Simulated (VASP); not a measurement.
Level of theory: PBEsol GGA, VASP's PBE PAW potentials (set 64) (plane waves; VASP).

The input files of a VASP run:

### POSCAR
```
SrTe
1
    0.0000000000     3.3072879435     3.3072879435
    3.3072879435     0.0000000000     3.3072879435
    3.3072879435     3.3072879435     0.0000000000
Sr Te
1 1
Direct
  0.0000000000   0.0000000000   0.0000000000
  0.5000000000   0.5000000000   0.5000000000
```

File KPOINTS:
```
Automatic
0
gamma
 6 6 6
0 0 0
```

INCAR:
```
SYSTEM = SrTe
PREC = Accurate
ENCUT = 530
EDIFF = 1E-7
NELM = 100
ALGO = Normal
LREAL = .FALSE.
LASPH = .TRUE.
ISMEAR = 0
SIGMA = 0.05
GGA = PS
LMAXMIX = 4
LWAVE = .FALSE.
LCHARG = .FALSE.
IBRION = 6
ISIF = 3
NFREE = 2
POTIM = 0.015
NSW = 1
```

POTCAR, in this order: Sr_sv Te (PBE.64 set). Program: vasp_std.

What VASP printed:

File OUTCAR:
```


 TOTAL ELASTIC MODULI (kBar)
 Direction    XX          YY          ZZ          XY          YZ          ZX
 --------------------------------------------------------------------------------
 XX         866.3074    104.0609    104.0609      0.0000     -0.0000     -0.0000
 YY         104.0609    866.3074    104.0609     -0.0000      0.0000     -0.0000
 ZZ         104.0609    104.0609    866.3074     -0.0000      0.0000     -0.0000
 XY           0.0000     -0.0000     -0.0000    148.5204      0.0000      0.0000
 YZ          -0.0000      0.0000      0.0000      0.0000    148.5204      0.0000
 ZX          -0.0000     -0.0000     -0.0000      0.0000      0.0000    148.5204
 --------------------------------------------------------------------------------
```
(Selected blocks of OUTCAR.)

The compound is SrTe in the rock salt structure. It was relaxed first.
